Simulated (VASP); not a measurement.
Given:

```
TiN
1.0
    0.00000     2.12000     2.12000
    2.12000     0.00000     2.12000
    2.12000     2.12000     0.00000
Ti N
1 1
Cartesian
  0.00000   0.00000   0.00000
  2.12000   2.12000   2.12000
```

Level of theory: r2SCAN meta-GGA, VASP's PBE PAW potentials (set 64) (plane waves; VASP). Numerical set-up: 520 eV cut-off, 17×17×17 Γ-centred mesh, tetrahedra with Blöchl corrections, potentials Ti_sv N.

Question: Give the energies of bands 6 to 11 at the high-symmetry points, in eV from the Fermi level.

Answer: 
```
band      Γ      X      U      L      W
----  -----  -----  -----  -----  -----
6     -2.40  -6.29  -6.22  -8.53  -5.88
7     -2.40  -3.63  -6.15  -5.93  -5.88
8     -2.40  -3.63  -4.89  -5.93  -5.81
9     -0.63  -3.11  -0.49   1.72   0.93
10    -0.63   1.65   2.02   1.72   0.93
11    -0.63   2.43   2.36   2.42   2.43
```

It has no gap at this level: it comes out as a metal or semimetal.

The compound is TiN in the rock salt structure. The cell was not relaxed at this level. The electron count is odd and the run is not spin-polarised, which forces a metal.
